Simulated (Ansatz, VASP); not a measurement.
# KNa2I2Br in two plane-wave programs

Wanted: the spread between two codes on one cell, functional and k mesh. The cell is generated by rule, not measured, and may not be a known phase. The cell is taken from a series of runs on this material, whose earlier steps may have relaxed, scaled, displaced or heated it; both programs get it as it stands.

Main program and level: Ansatz 0.2.0; plane waves, with VASP 6.6.1 beside it; relaxation of cell and atoms at PBEsol.

The structure was built from a prototype and need not be the compound's stable phase.

## (1) The structure

The structure is tetragonal, space group I4/mmm (No. 139). Conventional cell: a = 4.555 Å, b = 4.555 Å, c = 19.445 Å, α = 90.00°, β = 90.00°, γ = 90.00°. Nearest to Br lie 2 Na at 3.12 Å and 4 K at 3.22 Å. I has 5 Na at 3.23 Å and 1 K at 3.37 Å nearest. Nearest to K lie 4 Br at 3.22 Å and 2 I at 3.37 Å. Na has 1 Br at 3.12 Å and 5 I at 3.23 Å nearest. Farther neighbours and most contacts between anions are not listed.

## (2) Ansatz: relaxation of cell and atoms, PBEsol

Ansatz runs on its default PAW (the set named soft_2) files.

The relaxed volume is the usual yardstick between codes: in a stiff, nearly cubic crystal its relative difference is about their pressure difference at one cell divided by the bulk modulus.

input.yaml reads:

```yaml
crystal:
  lattice:
    - [3.2207957981, 3.2207957981, 0.0]
    - [-3.2207957981, 3.2207957981, 0.0]
    - [3.2207957981, 0.0, 9.722475347]
  atoms:
    - { symbol: Br, position: [0.5, 0.5, 0.0] }
    - { symbol: I, position: [0.8269345084, 0.1730654916, 0.3461309832] }
    - { symbol: I, position: [0.1730654916, 0.8269345084, 0.6538690168] }
    - { symbol: K, position: [0.0, 0.0, 0.0] }
    - { symbol: Na, position: [0.3393433796, 0.6606566204, 0.3213132408] }
    - { symbol: Na, position: [0.6606566204, 0.3393433796, 0.6786867592] }
kpoints:
  mp_grid: { grid: [4, 4, 4] }
hamiltonian:
  xc: pbesol
scf:
  occupations: { method: fixed }
output:
  forces: true
  stress: true
  eigenvalues: true
relax:
  adjacent_minimum: "off"
  f_tol: 0.001
  max_steps: 60
  cell: { stress_tol: 0.01 }
```

Run with:

```bash
ansatz run input.yaml --threads 4 --pin off --max-ram 14336MiB --backend cpu --events-out ev --progress --plain --runs-dir out
```

Numbers of over 12 decimals in the logs are rounded to 6 here.

Log:

```text
Engine: ansatz 0.2.0, aarch64-unknown-linux-gnu
Pseudopotentials: kind: paw
Pseudopotential: Br, paw, valence charge 7, recommended cutoff 420 eV (normal), Br.paw.azcp
Pseudopotential: I, paw, valence charge 17, recommended cutoff 420 eV (normal), I.paw.azcp
Pseudopotential: K, paw, valence charge 9, recommended cutoff 420 eV (normal), K.paw.azcp
Pseudopotential: Na, paw, valence charge 9, recommended cutoff 420 eV (normal), Na.paw.azcp
Functional definition: PBEsol
  exchange = pbesol_x
  correlation = pbesol_c
Crystal: 6 atoms, lattice volume = 201.713 Å³
Basis set: ecut = 420 eV, 3969 PW (Γ), exchange–correlation on 64×64×144 points (8 copies of the dense FFT grid, shifted against one another)
Bands: 41, of which v1, the nominal top of the filled ones, is band 34 counted from 1 (33 counted from 0)
Symmetry: 16 space group operations
Space group: I4/mmm (ITA 139), of the structure as read, at distance tolerance 5.9e-5 Å
k-points: 13 of 64
Non-local potential: Br, projectors of the file, l = 0: 2, l = 1: 2, l = 2: 2
Non-local potential: I, projectors of the file, l = 0: 2, l = 1: 2, l = 2: 2, l = 3: 2
Non-local potential: K, projectors of the file, l = 0: 3, l = 1: 2, l = 2: 2
Non-local potential: Na, projectors of the file, l = 0: 3, l = 1: 2, l = 2: 1
PAW form: soft (Blöchl's): semilocal exchange-correlation on the pseudo side does not see the compensation charge
PAW frozen core: Br, regenerated for the run's functional, and the local potential with it (the file was generated under x = pbe(κ = 0.804, μ = 0.219515), c = pbe(β = 0.066725))
PAW frozen core: I, regenerated for the run's functional, and the local potential with it (the file was generated under x = pbe(κ = 0.804, μ = 0.219515), c = pbe(β = 0.066725))
PAW frozen core: K, regenerated for the run's functional, and the local potential with it (the file was generated under x = pbe(κ = 0.804, μ = 0.219515), c = pbe(β = 0.066725))
PAW frozen core: Na, regenerated for the run's functional, and the local potential with it (the file was generated under x = pbe(κ = 0.804, μ = 0.219515), c = pbe(β = 0.066725))
PAW one-centre angular grid: Br, 110 points (default); XC on 64 Gauss nodes
PAW one-centre angular grid: I, 590 points (default); XC on 64 Gauss nodes
PAW one-centre angular grid: K, 110 points (default); XC on 64 Gauss nodes
PAW one-centre angular grid: Na, 110 points (default); XC on 64 Gauss nodes
Initial density: superposition of atomic densities (neutral atoms: chi_scale 0, normalization atom), corrected by the library's trained network
Initial wavefunctions: pseudopotential atomic-orbital guess
Functional: x = pbesol(κ = 0.804, μ = 0.123457), c = pbesol(β = 0.046)
SCF iter   1: F=—  HF=-22077.281263 eV  |F-HF|=—  |Δ(HF+E_count)|=         —  Δρ=2.14e-3  dr2=7.90e-3  ethr=1.77e-3  ⟨swp⟩=5.5  Hψ=1903  notcnv=0  defer=55
preconditioner: auto → Resta (q_TF=auto, 2.276 Å⁻¹)  ε∞=2.5  [insulator: Δε(μ)=3.611 eV  Ē_g=11.606 eV  n_scr=42 (ndim 8)  ℏωp=14.3 eV  f_vac=0.065  ε∞_Penn≈2.5]
SCF iter   2: F=—  HF=-22077.276546 eV  |F-HF|=—  |Δ(HF+E_count)|=   4.72e-3  Δρ=1.04e-3  dr2=2.24e-3  ethr=1.16e-5  ⟨swp⟩=3.4  Hψ=1122  notcnv=0  defer=65
SCF iter   3: F=—  HF=-22077.276443 eV  |F-HF|=—  |Δ(HF+E_count)|=   1.03e-4  Δρ=2.82e-4  dr2=1.58e-4  ethr=3.29e-6  ⟨swp⟩=2.0  Hψ=951  notcnv=0  defer=65
SCF iter   4: F=—  HF=-22077.276411 eV  |F-HF|=—  |Δ(HF+E_count)|=   3.30e-5  Δρ=1.09e-4  dr2=2.66e-5  ethr=2.32e-7  ⟨swp⟩=2.0  Hψ=925  notcnv=0  defer=65
SCF iter   5: F=—  HF=-22077.276578 eV  |F-HF|=—  |Δ(HF+E_count)|=   1.67e-4  Δρ=2.40e-5  dr2=1.67e-6  ethr=3.91e-8  ⟨swp⟩=2.0  Hψ=925  notcnv=0  defer=60
SCF iter   6: F=—  HF=-22077.276578 eV  |F-HF|=—  |Δ(HF+E_count)|=   7.58e-7  Δρ=7.05e-6  dr2=1.32e-7  ethr=2.46e-9  ⟨swp⟩=2.0  Hψ=925  notcnv=0  defer=63
SCF iter   7: F=-22077.276578 eV  HF=-22077.276578 eV  |F-HF|=6.62e-9  |Δ(HF+E_count)|=   7.24e-8  Δρ=1.81e-6  dr2=8.96e-9  ethr=1.47e-10  ⟨swp⟩=16.8  Hψ=3203  notcnv=0
SCF 1 converged in 7 iterations: F = -22077.276578 eV  dr2 = 8.96e-9
  greatest PAW one-centre occupation: 0.999 electrons in one spin orbital (limit 2), on the Na atom at site 5 (counted from 0), in its partial waves of l = 0
relax step   1: F+E_penalty+E_count = -22077.27657842 eV  Δ(F+E_penalty+E_count) = +0.000e0 eV  max|allowed force component| = 2.698e-3 eV/Å  Δτ_max = 0.0000 Å  P = +0.024 GPa  Ω = 201.713 Å³  (7 SCF iters, dr2 threshold 1.00e-7 eV, accepted)
[...]
relax step   2: F+E_penalty+E_count = -22077.27659009 eV  Δ(F+E_penalty+E_count) = -1.167e-5 eV  max|allowed force component| = 9.515e-4 eV/Å  Δτ_max = 0.0010 Å  P = +0.011 GPa  Ω = 201.875 Å³  energy of the carried Pulay correction = -1.158e-5 eV  (5 SCF iters, dr2 threshold 2.29e-9 eV, accepted)
[...]
relax step   3: F+E_penalty+E_count = -22077.27658628 eV  Δ(F+E_penalty+E_count) = +3.802e-6 eV  max|allowed force component| = 3.662e-4 eV/Å  Δτ_max = 0.0003 Å  P = -0.001 GPa  Ω = 202.017 Å³  energy of the carried Pulay correction = -2.171e-5 eV  (5 SCF iters, dr2 threshold 5.16e-10 eV, accepted)
[...]
relax step   4: F+E_penalty+E_count = -22077.27661251 eV  Δ(F+E_penalty+E_count) = -2.623e-5 eV  max|allowed force component| = 3.640e-4 eV/Å  Δτ_max = 0.0000 Å  P = -0.001 GPa  Ω = 202.017 Å³  stress off target by 2.52e-3 GPa  SCF on the basis re-selected at this cell (its energy is not comparable with the rows above)  (6 SCF iters)
basis re-selected at this cell: Δ(F+E_penalty+E_count) = -2.623e-5 eV, ΔP = -0.000 GPa vs the last step (what re-selecting the basis moved, of the pressure what is left beyond the Pulay correction that the steps carried, after the strain that the cell walked since its last selection, with what the two solves' SCF thresholds leave and, on support functions, any second-order correction that the steps lacked; it is no m [...]
SCF converged after 6 iterations
Free energy (F): -22077.276613 eV
Harris-Foulkes:  -22077.276613 eV  (|F-HF|=3.64e-12)
Internal energy: -22077.276613 eV  (E = F + TS)
E sigma→0 (E₀):  -22077.276613 eV
Fermi energy:    2.639595 eV
--- Per-component energies (eV) ---
  E_band       = -1357.989231
  E_kinetic    = 1008.849471
  E_local      = -8024.886739  (includes V_loc(G=0)·N_el)
  E_nonlocal   = 139.409609
  E_hartree    = 3549.894141
  E_xc         = -727.070754
  E_vxc        = -624.913981  (∫ρ·V_xc dr)
  E_paw        = -12946.410138  (= ΣΔE_a)
  E_vpaw       = -956.235943  (= ΣTr[D̂ρ^β])
  E_aug_tail   = -0.000001  (compensation charges beyond the density's cutoff)
  E_ewald      = -5078.196030
  E_core_change = 1.133827  (= ΣΔE_core)
  E_smearing   = -0.000000  (= −TS)
  E_closure    = 0.000000  (closes the sum)
  Σ components = -22077.276613   (vs F -22077.276613, Δ=0.00e0)
--- Forces (eV/Å), atoms counted from 1 ---
  atom   1  Br     0.00000000    -0.00000000     0.00000000
  atom   2  I     -0.00000000     0.00000000    -0.00005801
  atom   3  I      0.00000000     0.00000000     0.00005801
  atom   4  K      0.00000000     0.00000000     0.00000000
  atom   5  Na    -0.00000000     0.00000000    -0.00036404
  atom   6  Na     0.00000000     0.00000000     0.00036404
  max |Σ_I F_I| component: 8.13e-29 eV/Å
--- Stress (GPa, compression-positive) ---
        0.000111      -0.000000      -0.000000
       -0.000000       0.000111       0.000000
       -0.000000       0.000000      -0.002516
  P = ⅓ Tr σ = -0.0008 GPa (-0.008 kbar)
--- Band table (eV; the first three rows and the last of 13) ---
  k-point 0: bands = [... 30 lower, 2.0951, 2.5316, 2.6396, 2.6396, 6.2397, 7.7557, 8.1171, 8.5087, ... 3 higher]
  k-point 1: bands = [... 30 lower, 2.1323, 2.3229, 2.6147, 2.6147, 6.5440, 7.6089, 8.0011, 8.3350, ... 3 higher]
  k-point 2: bands = [... 30 lower, 2.1705, 2.1705, 2.5867, 2.5867, 7.1769, 7.2068, 7.9305, 7.9404, ... 3 higher]
  k-point 12: bands = [... 30 lower, 1.8042, 1.8042, 1.8883, 2.0474, 7.5117, 7.9115, 8.1356, 8.1356, ... 3 higher]
--- Relaxed structure (3 steps of the walk, 3 accepted, 1 SCFs on fresh bases) ---
  F+E_penalty+E_count = -22077.27661251 eV   max|allowed force component| = 3.640e-4 eV/Å   (the final SCF, on the basis selected at the relaxed cell)
  cell:  # Å, volume = 202.0175 Å³
    - [3.222915, 3.222915, 0.0]
    - [-3.222915, 3.222915, 0.0]
    - [3.222915, 0, 9.724364]
  atoms:
    - { symbol: Br, position: [0.500000, 0.500000, 0.0] }
    - { symbol: I, position: [0.826983, 0.173017, 0.346034] }
    - { symbol: I, position: [0.173017, 0.826983, 0.653966] }
    - { symbol: K, position: [0, 0, 0.0] }
    - { symbol: Na, position: [0.339365, 0.660635, 0.321270] }
    - { symbol: Na, position: [0.660635, 0.339365, 0.678730] }
```

In the SCF lines HF is the Harris–Foulkes energy and dr2 the Hartree energy of the density residual, in eV; the loop may stop once dr2 is under the threshold and the program's other checks hold. Hψ counts applications of the Hamiltonian.

[end of part 1 of 2]

[Lines on the potential files, build, host, timing and source positions are cut from VASP's logs without a mark.]

[Logs are printed without paths, hosts, clocks, repeated set-up lines and the standing remarks that a program may print on its own settings, such as how far it seeks lower states.]

[Hosts, paths, dates, database ids (printed as entryN), source tags and the programs' standing remarks are cut or masked in the printed files.]
